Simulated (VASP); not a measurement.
Calculation: PBE GGA, VASP's PBE PAW potentials (set 64) (plane waves; VASP 6.6.1).

Input for VASP

**POSCAR**
```
HfC
1
    0.0000000000     2.3200000000     2.3200000000
    2.3200000000     0.0000000000     2.3200000000
    2.3200000000     2.3200000000     0.0000000000
Hf C
1 1
Direct
  0.0000000000   0.0000000000   0.0000000000
  0.5000000000   0.5000000000   0.5000000000
```

### KPOINTS
```
Automatic mesh
0
Gamma
10 10 10
0 0 0
```

**INCAR**
```
SYSTEM = HfC
PREC = Accurate
ENCUT = 400
EDIFF = 1E-6
NELM = 100
ALGO = Normal
LREAL = .FALSE.
LASPH = .TRUE.
ISMEAR = -1
SIGMA = 0.1
GGA = PE
LMAXMIX = 6
LWAVE = .FALSE.
LCHARG = .FALSE.
ISIF = 2
```

POTCAR, in this order: Hf_pv C (PBE.64 set). Program: vasp_std.

The resulting files:

OSZICAR:
```
       N       E                     dE             d eps       ncg     rms          rms(c)
DAV:   1     0.183875183977E+02    0.18388E+02   -0.67516E+03  1034   0.993E+02
DAV:   2    -0.228205318922E+02   -0.41208E+02   -0.38752E+02  1426   0.192E+02
DAV:   3    -0.241934617857E+02   -0.13729E+01   -0.13573E+01  1345   0.281E+01
DAV:   4    -0.242028381286E+02   -0.93763E-02   -0.93731E-02  1254   0.270E+00
DAV:   5    -0.242029344250E+02   -0.96296E-04   -0.96254E-04  1351   0.219E-01    0.578E+01
DAV:   6    -0.211314881252E+02    0.30714E+01   -0.19862E+01  1157   0.230E+01    0.412E+01
DAV:   7    -0.210658904679E+02    0.65598E-01   -0.60125E-01  1194   0.604E+00    0.247E+01
DAV:   8    -0.210585775323E+02    0.73129E-02   -0.52585E-02  1151   0.230E+00    0.568E+00
DAV:   9    -0.210531732351E+02    0.54043E-02   -0.24890E-02  1186   0.966E-01    0.181E+00
DAV:  10    -0.210529680698E+02    0.20517E-03   -0.87358E-04  1242   0.253E-01    0.366E-01
DAV:  11    -0.210529680604E+02    0.93764E-08   -0.13627E-04  1199   0.894E-02    0.630E-02
DAV:  12    -0.210529653803E+02    0.26802E-05   -0.62589E-06  1200   0.216E-02    0.672E-02
DAV:  13    -0.210529645515E+02    0.82876E-06   -0.49010E-07   601   0.735E-03
   1 F= -.21052965E+02 E0= -.21047643E+02  d E =-.106438E-01
```

### OUTCAR
```
------------------------ aborting loop because EDIFF is reached ----------------------------------------
  FORCE on cell =-STRESS in cart. coord.  units (eV):
  Direction    XX          YY          ZZ          XY          YZ          ZX
  --------------------------------------------------------------------------------------
  Total        0.0366849      0.0366849      0.0366849      0.0000000      0.0000000     -0.0000000
  in kB        2.3534416      2.3534416      2.3534416      0.0000000      0.0000000     -0.0000000
  external PRESSURE =       2.3534416 kB  Pullay stress =       0.0000000 kB
  volume of cell :       24.97
      direct lattice vectors                 reciprocal lattice vectors
     0.000000000  2.320000000  2.320000000    -0.215517241  0.215517241  0.215517241
     2.320000000  0.000000000  2.320000000     0.215517241 -0.215517241  0.215517241
     2.320000000  2.320000000  0.000000000     0.215517241  0.215517241 -0.215517241
 POSITION                                       TOTAL-FORCE (eV/Angst)
 -----------------------------------------------------------------------------------
      0.00000      0.00000      0.00000        -0.000000     -0.000000      0.000000
      2.32000      2.32000      2.32000         0.000000      0.000000      0.000000
 -----------------------------------------------------------------------------------
    total drift:                                0.000000     -0.000000     -0.000000
  FREE ENERGIE OF THE ION-ELECTRON SYSTEM (eV)
  ---------------------------------------------------
  free  energy   TOTEN  =       -21.0529645515 eV

  energy  without entropy=      -21.0423207257  energy(sigma->0) =      -21.04764264
```
(Selected blocks of OUTCAR.)

**OUTCAR**
```
 val. band max:        5.9712083064   @ k =   0.2000   0.2000   0.0000

 cond. band min:       6.0147130824   @ k =   0.1000   0.0000   0.0000


 Fermi energy:         6.0052126606

 k-point     1 :       0.0000    0.0000    0.0000
  band No.  band energies     occupation
      1     -23.5354      2.00000
      2     -23.5354      2.00000
      3     -23.5354      2.00000
      4      -6.3430      2.00000
      5       7.0088      0.00009
      6       7.0088      0.00009
      7       7.0088      0.00009
      8       7.3976      0.00000
      9       7.3976      0.00000
     10       7.3976      0.00000
     11       9.4155      0.00000

 k-point     2 :       0.1000    0.0000    0.0000
  band No.  band energies     occupation
      1     -23.6059      2.00000
      2     -23.5422      2.00000
      3     -23.5422      2.00000
      4      -6.0910      2.00000
      5       5.6311      1.95366
      6       6.0147      0.95253
      7       6.0147      0.95253
      8       7.8085      0.00000
      9       7.8085      0.00000
     10       8.1711      0.00000
     11      10.5223      0.00000

 k-point     3 :       0.2000    0.0000    0.0000
  band No.  band energies     occupation
      1     -23.7857      2.00000
      2     -23.5598      2.00000
      3     -23.5598      2.00000
      4      -5.3864      2.00000
      5       3.8412      2.00000
      6       4.7678      1.99999
      7       4.7678      1.99999
      8       8.5559      0.00000
      9       8.5559      0.00000
     10       8.7127      0.00000
     11      12.5256      0.00000

 k-point     4 :       0.3000    0.0000    0.0000
  band No.  band energies     occupation
      1     -23.9990      2.00000
      2     -23.5814      2.00000
      3     -23.5814      2.00000
      4      -4.3648      2.00000
      5       2.1110      2.00000
      6       3.8006      2.00000
      7       3.8006      2.00000
      8       9.3955      0.00000
      9       9.6403      0.00000
...
```

At this cut-off the stress carries a Pulay error, which pulls relaxed volumes low. Unless said otherwise, spin-orbit coupling is left out, though it shifts the bands of the heavy elements here.

The structure is a typed HfC crystal. The cell was not relaxed at this level.
